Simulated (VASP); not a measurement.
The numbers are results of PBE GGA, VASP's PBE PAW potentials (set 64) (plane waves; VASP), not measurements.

Input for VASP

### POSCAR
```
CrB
1
    5.0116590000     0.0000000000     0.0000000000
   -2.5058300000     4.3402240000     0.0000000000
    0.0000000000     0.0000000000     4.0439790000
Cr B
3 3
Direct
  0.5000000000   0.0000000000   0.0000000000
  0.5000000000   0.5000000000   0.0000000000
  0.0000000000   0.5000000000   0.0000000000
  0.0000000000   0.0000000000   0.0000000000
  0.3333330000   0.6666670000   0.5000000000
  0.6666670000   0.3333330000   0.5000000000
```

**KPOINTS**
```
Automatic mesh
0
Gamma
3 3 4
0 0 0
```

**INCAR**
```
EDIFF=1E-6
SIGMA=0.1
ENCUT=400   ! plane-wave cut-off (eV)
LCHARG=F
LMAXMIX=4   ! l cut-off of mixed one-centre charges
PREC=Accurate
ALGO=Normal   ! blocked Davidson
EDIFFG=-0.01   ! ionic stop
LWAVE=F
LREAL=F
ISMEAR=-1   ! Fermi-Dirac
LASPH=T   ! aspherical one-centre terms
IBRION=2
SYSTEM=CrB
NSW=50   ! most ionic steps
NELM=100
LORBIT=11   ! lm-projected
MAGMOM=3*3.0 3*0.0
GGA=PE   ! PBE
ISIF=3
ISPIN=2   ! spin-polarised
```

POTCAR, in this order: Cr_pv B (PBE.64 set). Program: vasp_std.

What VASP printed:

### OUTCAR
```
 ion  position               nearest neighbor table
   1  0.500  0.000  0.000-   5 2.49   6 2.49   5 2.49   6 2.49   3 2.51   3 2.51   4 2.51   4 2.51
                             2 2.51   2 2.51
   2  0.500  0.500  0.000-   5 2.49   6 2.49   5 2.49   6 2.49   4 2.51   4 2.51   3 2.51   3 2.51
                             1 2.51   1 2.51
   3  0.000  0.500  0.000-   5 2.49   6 2.49   5 2.49   6 2.49   1 2.51   1 2.51   2 2.51   2 2.51
                             4 2.51   4 2.51
   4  0.000  0.000  0.000-   2 2.51   2 2.51   1 2.51   1 2.51   3 2.51   3 2.51
   5  0.333  0.667  0.500-   3 2.49   3 2.49   1 2.49   1 2.49   2 2.49   2 2.49
   6  0.667  0.333  0.500-   3 2.49   3 2.49   1 2.49   1 2.49   2 2.49   2 2.49
  LATTYP: Found a hexagonal cell.
 ALAT       =     5.0116590000
 C/A-ratio  =     0.8069142374
 Subroutine PRICEL returns:
 Original cell was already a primitive cell.
 Subroutine GETGRP returns: Found 24 space group operations
The static configuration has the point symmetry D_6h.
The dynamic configuration has the point symmetry D_6h.
The overall configuration has the point symmetry D_6h.
 Subroutine INISYM returns: Found 24 space group operations
 Subroutine IBZKPT returns following result:
 Found      9 irreducible k-points:

 Following reciprocal coordinates:
            Coordinates               Weight
...
```

### OSZICAR
```
...
       N       E                     dE             d eps       ncg     rms          rms(c)
DAV:   1    -0.864923324401E+02   -0.42271E+02   -0.56771E+02  1208   0.274E+02    0.592E+01
DAV:   2    -0.103080734719E+03   -0.16588E+02   -0.74017E+02  1592   0.203E+02    0.464E+01
DAV:   3    -0.465934399229E+02    0.56487E+02   -0.20320E+02  1440   0.872E+01    0.160E+01
DAV:   4    -0.463002523677E+02    0.29319E+00   -0.12919E+01  1480   0.185E+01    0.112E+01
DAV:   5    -0.462637671194E+02    0.36485E-01   -0.47692E-01  1384   0.462E+00    0.437E+00
DAV:   6    -0.461407557199E+02    0.12301E+00   -0.29226E-01  1512   0.470E+00    0.170E+00
DAV:   7    -0.461326819243E+02    0.80738E-02   -0.76074E-02  1552   0.188E+00    0.433E-01
DAV:   8    -0.461307256203E+02    0.19563E-02   -0.12801E-02  1280   0.985E-01    0.195E-01
DAV:   9    -0.461304427849E+02    0.28284E-03   -0.91163E-04  1696   0.218E-01    0.810E-02
DAV:  10    -0.461303935244E+02    0.49260E-04   -0.19662E-04  1384   0.111E-01    0.375E-02
DAV:  11    -0.461304027003E+02   -0.91760E-05   -0.21799E-05  1424   0.327E-02    0.105E-02
DAV:  12    -0.461304039795E+02   -0.12792E-05   -0.23125E-06  1088   0.104E-02    0.205E-03
DAV:  13    -0.461304039662E+02    0.13334E-07   -0.17373E-07   608   0.319E-03
   3 F= -.46130404E+02 E0= -.46080568E+02  d E =-.350776E+01  mag=    -0.0000
       N       E                     dE             d eps       ncg     rms          rms(c)
DAV:   1    -0.461710070446E+02   -0.40603E-01   -0.53089E-01  1248   0.789E+00    0.187E+00
DAV:   2    -0.461755238924E+02   -0.45168E-02   -0.54003E-01  1360   0.615E+00    0.164E+00
DAV:   3    -0.461330612861E+02    0.42463E-01   -0.15063E-01  1376   0.330E+00    0.214E-01
DAV:   4    -0.461327768834E+02    0.28440E-03   -0.89360E-03  1168   0.423E-01    0.865E-02
DAV:   5    -0.461326442989E+02    0.13258E-03   -0.33680E-04  1424   0.122E-01    0.420E-02
DAV:   6    -0.461326425056E+02    0.17933E-05   -0.99664E-05  1440   0.555E-02    0.155E-02
DAV:   7    -0.461326380129E+02    0.44927E-05   -0.12023E-05  1312   0.240E-02    0.579E-03
DAV:   8    -0.461326372328E+02    0.78012E-06   -0.18166E-06   768   0.612E-03
   4 F= -.46132637E+02 E0= -.46083330E+02  d E =-.350999E+01  mag=    -0.0000
       N       E                     dE             d eps       ncg     rms          rms(c)
DAV:   1    -0.474812561531E+02   -0.13486E+01   -0.28356E+01  1232   0.360E+01    0.660E+00
DAV:   2    -0.465833119846E+02    0.89794E+00   -0.53975E+00  1376   0.166E+01    0.512E+00
DAV:   3    -0.463667832612E+02    0.21653E+00   -0.17144E+00  1440   0.112E+01    0.234E+00
DAV:   4    -0.462801074487E+02    0.86676E-01   -0.24834E-01  1600   0.363E+00    0.817E-01
DAV:   5    -0.462730411902E+02    0.70663E-02   -0.37304E-02  1728   0.100E+00    0.421E-01
DAV:   6    -0.462729703844E+02    0.70806E-04   -0.25798E-03  1344   0.324E-01    0.172E-01
DAV:   7    -0.462729847981E+02   -0.14414E-04   -0.46639E-04  1664   0.135E-01    0.483E-02
DAV:   8    -0.462729794407E+02    0.53574E-05   -0.40393E-05  1456   0.484E-02    0.185E-02
DAV:   9    -0.462729796278E+02   -0.18712E-06   -0.17842E-06  1056   0.824E-03
   5 F= -.46272980E+02 E0= -.46218925E+02  d E =-.140342E+00  mag=    -0.0000
       N       E                     dE             d eps       ncg     rms          rms(c)
DAV:   1    -0.466542853085E+02   -0.38131E+00   -0.87077E+00  1184   0.200E+01    0.363E+00
DAV:   2    -0.463937679540E+02    0.26052E+00   -0.16229E+00  1424   0.946E+00    0.287E+00
DAV:   3    -0.463236254677E+02    0.70142E-01   -0.52020E-01  1440   0.614E+00    0.131E+00
DAV:   4    -0.462968349124E+02    0.26791E-01   -0.74069E-02  1648   0.198E+00    0.432E-01
DAV:   5    -0.462947513002E+02    0.20836E-02   -0.10989E-02  1744   0.558E-01    0.210E-01
DAV:   6    -0.462947383426E+02    0.12958E-04   -0.92616E-04  1392   0.192E-01    0.823E-02
DAV:   7    -0.462947257957E+02    0.12547E-04   -0.15459E-04  1616   0.844E-02    0.300E-02
DAV:   8    -0.462947242336E+02    0.15621E-05   -0.16264E-05  1512   0.306E-02    0.116E-02
DAV:   9    -0.462947241522E+02    0.81410E-07   -0.58379E-07   640   0.543E-03
   6 F= -.46294724E+02 E0= -.46235973E+02  d E =-.162087E+00  mag=    -0.0000
       N       E                     dE             d eps       ncg     rms          rms(c)
DAV:   1    -0.463521064941E+02   -0.57382E-01   -0.13208E+00  1184   0.789E+00    0.143E+00
DAV:   2    -0.463143607303E+02    0.37746E-01   -0.26147E-01  1424   0.386E+00    0.117E+00
DAV:   3    -0.463017154070E+02    0.12645E-01   -0.83443E-02  1440   0.246E+00    0.508E-01
DAV:   4    -0.462977211729E+02    0.39942E-02   -0.10311E-02  1648   0.724E-01    0.168E-01
DAV:   5    -0.462973784173E+02    0.34276E-03   -0.17577E-03  1744   0.222E-01    0.823E-02
DAV:   6    -0.462973793965E+02   -0.97920E-06   -0.14958E-04  1424   0.791E-02    0.289E-02
DAV:   7    -0.462973757243E+02    0.36721E-05   -0.22653E-05  1488   0.287E-02    0.109E-02
DAV:   8    -0.462973754256E+02    0.29875E-06   -0.27550E-06  1184   0.117E-02
   7 F= -.46297375E+02 E0= -.46237622E+02  d E =-.164738E+00  mag=     0.0000
       N       E                     dE             d eps       ncg     rms          rms(c)
DAV:   1    -0.463540371262E+02   -0.56661E-01   -0.13810E+00  1184   0.808E+00    0.146E+00
DAV:   2    -0.463150098563E+02    0.39027E-01   -0.26477E-01  1408   0.392E+00    0.117E+00
DAV:   3    -0.463023084067E+02    0.12701E-01   -0.83821E-02  1408   0.246E+00    0.510E-01
DAV:   4    -0.462982767071E+02    0.40317E-02   -0.10420E-02  1616   0.726E-01    0.167E-01
DAV:   5    -0.462979502546E+02    0.32645E-03   -0.17247E-03  1744   0.220E-01    0.828E-02
DAV:   6    -0.462979501494E+02    0.10514E-06   -0.14393E-04  1408   0.779E-02    0.290E-02
DAV:   7    -0.462979468242E+02    0.33252E-05   -0.21894E-05  1472   0.281E-02    0.106E-02
DAV:   8    -0.462979465056E+02    0.31858E-06   -0.26799E-06  1216   0.116E-02
   8 F= -.46297947E+02 E0= -.46237650E+02  d E =-.165309E+00  mag=     0.0000
       N       E                     dE             d eps       ncg     rms          rms(c)
DAV:   1    -0.466498769637E+02   -0.35193E+00   -0.48604E+00  1168   0.240E+01    0.558E+00
DAV:   2    -0.467689298235E+02   -0.11905E+00   -0.54944E+00  1392   0.193E+01    0.551E+00
DAV:   3    -0.463002584555E+02    0.46867E+00   -0.16350E+00  1408   0.104E+01    0.678E-01
DAV:   4    -0.462967204831E+02    0.35380E-02   -0.62097E-02  1200   0.116E+00    0.377E-01
DAV:   5    -0.462955581431E+02    0.11623E-02   -0.37664E-03  1264   0.460E-01    0.118E-01
DAV:   6    -0.462954737355E+02    0.84408E-04   -0.93875E-04  1344   0.160E-01    0.418E-02
DAV:   7    -0.462954759230E+02   -0.21875E-05   -0.13921E-04  1296   0.708E-02    0.207E-02
DAV:   8    -0.462954718369E+02    0.40861E-05   -0.37927E-05  1360   0.349E-02    0.977E-03
DAV:   9    -0.462954738671E+02   -0.20302E-05   -0.24876E-06   904   0.112E-02    0.300E-03
DAV:  10    -0.462954737277E+02    0.13939E-06   -0.57673E-07   592   0.577E-03
   9 F= -.46295474E+02 E0= -.46233719E+02  d E =0.247278E-02  mag=    -0.0000
       N       E                     dE             d eps       ncg     rms          rms(c)
DAV:   1    -0.464148987741E+02   -0.11942E+00   -0.15703E+00  1184   0.135E+01    0.322E+00
DAV:   2    -0.464400458075E+02   -0.25147E-01   -0.16037E+00  1392   0.107E+01    0.296E+00
DAV:   3    -0.463026420281E+02    0.13740E+00   -0.48783E-01  1376   0.589E+00    0.387E-01
DAV:   4    -0.463016593588E+02    0.98267E-03   -0.30413E-02  1152   0.808E-01    0.153E-01
DAV:   5    -0.463011803256E+02    0.47903E-03   -0.10771E-03  1264   0.192E-01    0.817E-02
DAV:   6    -0.463011555972E+02    0.24728E-04   -0.36130E-04  1280   0.866E-02    0.384E-02
DAV:   7    -0.463011440564E+02    0.11541E-04   -0.62580E-05  1424   0.549E-02    0.638E-03
DAV:   8    -0.463011425606E+02    0.14958E-05   -0.46760E-06  1256   0.109E-02    0.331E-03
DAV:   9    -0.463011417056E+02    0.85499E-06   -0.45580E-07   592   0.469E-03
  10 F= -.46301142E+02 E0= -.46240223E+02  d E =-.319520E-02  mag=    -0.0000
```

### OUTCAR
```
------------------------ aborting loop because EDIFF is reached ----------------------------------------
  FORCE on cell =-STRESS in cart. coord.  units (eV):
  Direction    XX          YY          ZZ          XY          YZ          ZX
  --------------------------------------------------------------------------------------
  Total       -0.0048894     -0.0048894     -0.0474998      0.0000000      0.0000000      0.0000000
  in kB       -0.1230079     -0.1230079     -1.1950108      0.0000000      0.0000000      0.0000000
  external PRESSURE =      -0.4803422 kB  Pullay stress =       0.0000000 kB
  volume of cell :       63.68
      direct lattice vectors                 reciprocal lattice vectors
     4.683154654  0.000000044 -0.000000000     0.213531277  0.123282364 -0.000000000
    -2.341577757  4.055730872 -0.000000000    -0.000000002  0.246564682 -0.000000000
    -0.000000000  0.000000000  3.352917651     0.000000000  0.000000000  0.298247707
 POSITION                                       TOTAL-FORCE (eV/Angst)
 -----------------------------------------------------------------------------------
      2.34158      0.00000     -0.00000         0.000000     -0.000000      0.000000
      1.17079      2.02787     -0.00000         0.000000     -0.000000      0.000000
     -1.17079      2.02787     -0.00000         0.000000      0.000000      0.000000
      0.00000      0.00000      0.00000         0.000000      0.000000      0.000000
     -0.00000      2.70382      1.67646        -0.000000      0.000000      0.000000
      2.34158      1.35191      1.67646         0.000000     -0.000000     -0.000000
 -----------------------------------------------------------------------------------
    total drift:                                0.000000      0.000000     -0.000000
  FREE ENERGIE OF THE ION-ELECTRON SYSTEM (eV)
  ---------------------------------------------------
  free  energy   TOTEN  =       -46.3011417056 eV

  energy  without entropy=      -46.1793041721  energy(sigma->0) =      -46.24022294

 total charge

# of ion       s       p       d       tot
------------------------------------------
    1        0.430   6.477   4.318  11.225
    2        0.430   6.477   4.318  11.225
    3        0.430   6.477   4.318  11.225
    4        0.724   0.870   0.000   1.594
    5        0.746   1.069   0.000   1.815
    6        0.746   1.069   0.000   1.815
--------------------------------------------------
tot          3.505  22.438  12.955  38.898

 magnetization (x)

# of ion       s       p       d       tot
------------------------------------------
    1        0.000   0.000  -0.000  -0.000
    2        0.000   0.000  -0.000  -0.000
    3        0.000   0.000  -0.000  -0.000
    4       -0.000  -0.000   0.000  -0.000
    5        0.000   0.000   0.000   0.000
    6        0.000   0.000   0.000   0.000
--------------------------------------------------
tot          0.000  -0.000  -0.000  -0.000

 reached required accuracy - stopping structural energy minimisation
```
(Selected blocks of OUTCAR.)

### CONTCAR
```
CrB
   1.00000000000000
     4.6831546544408917    0.0000000437673323   -0.0000000000000000
    -2.3415777565428120    4.0557308715858111   -0.0000000000000000
    -0.0000000000000000    0.0000000000000000    3.3529176509705869
  Cr              B
     3     3
Direct
     0.5000000000000000    0.0000000000000000    0.0000000000000000
     0.5000000000000000    0.5000000000000000    0.0000000000000000
     0.0000000000000000    0.5000000000000000    0.0000000000000000
     0.0000000000000000    0.0000000000000000    0.0000000000000000
     0.3333330000000032    0.6666669999999968    0.5000000000000000
     0.6666669999999968    0.3333330000000032    0.5000000000000000
```

At this cut-off the stress carries a Pulay error, which pulls relaxed volumes low. Energy and stress use the plane-wave basis of the starting cell. The moments were started parallel, and other spin orders were not tried in this run.

The structure was generated: CrB was put into an ordered model structure, which need not be its known phase. This run relaxes it. Symmetry was kept, so distortions that lower it aren't found. The k-mesh is coarse (spacing up to 0.52 per Å, 2π included), so the numbers may not be converged in it. The run is one of a series of settings (EDIFFG = -0.01, IBRION = 2, ISIF = 3, NSW = 50 against the base run), some of them coarse on purpose.
